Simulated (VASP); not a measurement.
These are PBEsol GGA, VASP's PBE PAW potentials (set 64) (plane waves; VASP) values and carry that method's errors.

Input for VASP

**INCAR**
```
ISMEAR = 0   # Gaussian
ALGO = Normal   # blocked Davidson
IBRION = 8
LCHARG = .False.
GGA = PS   # PBEsol
NSW = 1   # most ionic steps
LASPH = .True.   # aspherical one-centre terms
SIGMA = 0.01   # width (eV)
LREAL = .False.   # projection in real space or not
LEPSILON = .True.
SYSTEM = Si
PREC = Accurate
NELM = 100
EDIFF = 1E-8   # SCF stop (eV)
ENCUT = 400   # plane-wave cut-off (eV)
LWAVE = .False.
```

KPOINTS:
```
Automatic mesh
0
G
  12 12 6
0 0 0
```

File POSCAR:
```
Si
1.0
  3.8294287199   0.0000000000   0.0000000000
 -1.9147143599   3.3163821040   0.0000000000
  0.0000000000   0.0000000000   6.3223196397
Si
4
Cartesian
 -0.0000019147   2.2109225081   0.3969928107
  1.9147162747   1.1054595959   5.9253268290
  1.9147162747   1.1054595959   3.5581526305
 -0.0000019147   2.2109225081   2.7641670092
```

POTCAR, in this order: Si (PBE.64 set). Program: vasp_std.

The resulting files:

**OUTCAR**
```


 HEAD OF MICROSCOPIC STATIC DIELECTRIC TENSOR (INDEPENDENT PARTICLE, excluding Hartree and local field effects)
 ------------------------------------------------------
          13.985263     0.000000    -0.000000
           0.000000    13.985259    -0.000000
           0.000000     0.000000    14.902370
 ------------------------------------------------------

 MACROSCOPIC STATIC DIELECTRIC TENSOR (including local field effects in DFT)
 ------------------------------------------------------
          13.182364     0.000000     0.000000
           0.000000    13.182361     0.000000
          -0.000000    -0.000000    14.169855
 ------------------------------------------------------

 PIEZOELECTRIC TENSOR (including local field effects)  for field in x, y, z        (e  Angst)
          XX          YY          ZZ          XY          YZ          ZX
  --------------------------------------------------------------------------------
  x     0.00000     0.00000     0.00000     0.00000     0.00000     0.00000
  y     0.00000     0.00000     0.00000     0.00000     0.00000     0.00000
  z     0.00000     0.00000     0.00000     0.00000     0.00000     0.00000

 PIEZOELECTRIC TENSOR (including local field effects)  for field in x, y, z        (C/m^2)
          XX          YY          ZZ          XY          YZ          ZX
  --------------------------------------------------------------------------------
  x     0.00000     0.00000     0.00000     0.00000     0.00000     0.00000
  y     0.00000     0.00000     0.00000     0.00000     0.00000     0.00000
  z     0.00000     0.00000     0.00000     0.00000     0.00000     0.00000

 BORN EFFECTIVE CHARGES (including local field effects) (in |e|, cummulative output)
 ---------------------------------------------------------------------------------
 ion    1
    1    -0.00000     0.00000    -0.00000
    2     0.00000    -0.00000    -0.00000
    3     0.00000     0.00000     0.00000
 ion    2
    1    -0.00000     0.00000    -0.00000
    2     0.00000    -0.00000     0.00000
    3     0.00000     0.00000     0.00000
 ion    3
    1    -0.00000     0.00000    -0.00000
    2     0.00000    -0.00000     0.00000
    3    -0.00000    -0.00000     0.00000
 ion    4
    1    -0.00000     0.00000    -0.00000
    2     0.00000    -0.00000     0.00000
    3     0.00000    -0.00000     0.00000
```
(Selected blocks of OUTCAR.)

### OUTCAR
```
 val. band max:        6.0157034543   @ k =   0.0000   0.0000   0.0000

 cond. band min:       6.3073776661   @ k =   0.5000   0.0000   0.0000


 Fermi energy:         6.0641006842

 k-point     1 :       0.0000    0.0000    0.0000
  band No.  band energies     occupation
      1      -6.2238      2.00000
      2      -3.9135      2.00000
      3      -1.2479      2.00000
      4       4.4802      2.00000
      5       4.4802      2.00000
      6       5.6810      2.00000
      7       6.0156      2.00000
      8       6.0157      2.00000
      9       6.9663      0.00000
     10       7.9631      0.00000
     11       7.9632      0.00000
     12       8.3303      0.00000

 k-point     2 :       0.0833    0.0000    0.0000
  band No.  band energies     occupation
      1      -6.1425      2.00000
      2      -3.8307      2.00000
      3      -1.2026      2.00000
      4       3.7771      2.00000
      5       4.3075      2.00000
      6       5.3906      2.00000
      7       5.5571      2.00000
      8       5.8616      2.00000
      9       7.4063      0.00000
     10       8.1226      0.00000
     11       8.2212      0.00000
     12       8.4076      0.00000

 k-point     3 :       0.1667    0.0000    0.0000
  band No.  band energies     occupation
      1      -5.9007      2.00000
      2      -3.5839      2.00000
      3      -1.0933      2.00000
      4       2.5764      2.00000
      5       3.9259      2.00000
      6       4.1603      2.00000
      7       5.1861      2.00000
      8       5.5121      2.00000
      9       7.2768      0.00000
     10       8.6372      0.00000
     11       8.7697      0.00000
     12       9.2382      0.00000

 k-point     4 :       0.2500    0.0000    0.0000
  band No.  band energies     occupation
      1      -5.5059      2.00000
      2      -3.1794      2.00000
      3      -1.0445      2.00000
      4       1.5292      2.00000
      5       2.8461      2.00000
      6       3.5253      2.00000
...
```

The dielectric response may not be converged in the k-mesh; for small gaps it tends to come out too large.

The structure comes from a computed database's Si entry (P6_3/mmc); how it stands against other phases isn't given here. It was relaxed first.
